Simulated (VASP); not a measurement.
VASP input:

INCAR:
```
SYSTEM = CeO2
PREC = Accurate
ENCUT = 620
EDIFF = 1E-6
NELM = 100
ALGO = Normal
LREAL = .FALSE.
LASPH = .TRUE.
ISMEAR = 0
SIGMA = 0.05
GGA = PS
LMAXMIX = 6
LWAVE = .FALSE.
LCHARG = .FALSE.
IBRION = 2
ISIF = 3
NSW = 40
EDIFFG = -0.02
```

### POSCAR
```
CeO2
1
    0.0000000000     2.6986538632     2.6986538632
    2.6986538632     0.0000000000     2.6986538632
    2.6986538632     2.6986538632     0.0000000000
Ce O
1 2
Direct
  0.0000000000   0.0000000000   0.0000000000
  0.2500000000   0.2500000000   0.2500000000
  0.7500000000   0.7500000000   0.7500000000
```

KPOINTS:
```
Automatic
0
G
 7 7 7
0 0 0
```

POTCAR, in this order: Ce O (PBE.64 set). Program: vasp_std.

Write an equivalent input for Ansatz.

One equivalent input (not run):
Ansatz 0.2 input:
```yaml
crystal:
  lattice:
    - [0.0000000, 2.6986539, 2.6986539]
    - [2.6986539, 0.0000000, 2.6986539]
    - [2.6986539, 2.6986539, 0.0000000]
  atoms:
    - { symbol: Ce, position: [0.0000000, 0.0000000, 0.0000000] }
    - { symbol: O, position: [0.2500000, 0.2500000, 0.2500000] }
    - { symbol: O, position: [0.7500000, 0.7500000, 0.7500000] }
kpoints:
  mp_grid: { grid: [7, 7, 7] }
hamiltonian:
  xc: pbesol
  pseudopotentials: { kind: paw }
scf:
  occupations: { method: gaussian, width: 0.05 }
  max_iter: 100
relax:
  max_steps: 40
  f_tol: 0.02
  cell: {}
output: { forces: true, stress: true, eigenvalues: true }
```
The two are equivalent in intent, not identical: each code has its own PAW files, so the cut-off isn't converted (ENCUT is set for VASP's; basis.ecutwfc is left out, and Ansatz then takes the one that its files recommend); Ansatz stops its SCF on the density residual and VASP on the energy change (EDIFF).

The compound is CeO2 in the fluorite structure. It was relaxed first.
